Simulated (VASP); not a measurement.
Input:

```
CdF2
1.0
    0.00000     2.69500     2.69500
    2.69500     0.00000     2.69500
    2.69500     2.69500     0.00000
Cd F
1 2
Direct
  0.00000   0.00000   0.00000
  0.25000   0.25000   0.25000
  0.75000   0.75000   0.75000
```

Calculation: PBE GGA, VASP's PBE PAW potentials (set 64) (plane waves; VASP 6.6.1). Numerical set-up: 520 eV cut-off, 8×8×8 Γ-centred mesh, Gaussian smearing of 0.050 eV, potentials Cd F.

Energy and stress use the plane-wave basis of the starting cell.

Q: The ions, cell shape and volume are relaxed. Which structure does the run end with?

A: 
```
CdF2
1.0
    0.00000     2.74365     2.74365
    2.74365     0.00000     2.74365
    2.74365     2.74365     0.00000
Cd F
1 2
Cartesian
  0.00000   0.00000   0.00000
  1.37183   1.37183   1.37183
  4.11548   4.11548   4.11548
```
Space group Fm-3m (225), at a tolerance of 0.03 Å.

Q: How do energy and volume change from the first to the last step?

A: The energy (σ→0) changes by -13.0 meV/atom and the volume by +5.5 %, in 3 ionic steps.

```
step  E(σ→0) (eV)  max force (eV/Å)  pressure (GPa)  volume (Å³)
----  -----------  ----------------  --------------  -----------
1        -10.8611             0.000            6.07        39.15
2        -10.8965             0.000           -1.64        42.01
3        -10.9002             0.000            0.01        41.31
```

The compound is CdF2 in the fluorite structure. This run relaxes it. Symmetry was kept, so distortions that lower it aren't found.
